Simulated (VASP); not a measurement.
Given:

```
BP
1.0
    0.00000     2.29490     2.29490
    2.29490     0.00000     2.29490
    2.29490     2.29490     0.00000
B P
1 1
Direct
  0.00000   0.00000   0.00000
  0.25000   0.25000   0.25000
```

These are TPSS meta-GGA, VASP's PBE PAW potentials (set 64) (plane waves; VASP 6.6.1) values and carry that method's errors. Run with 520 eV cut-off, 10×10×10 Γ-centred mesh, Gaussian smearing of 0.050 eV, potentials B P.

Problem. Give the stress tensor in GPa (positive for a compressed cell).

Solution. 
```
-4.52   0.00   0.00
 0.00  -4.52   0.00
 0.00   0.00  -4.52
```
The pressure is its mean diagonal, -4.52 GPa.

The compound is BP in the zinc blende structure. This cell is one point of a volume scan, at 1.03 of the reference volume.
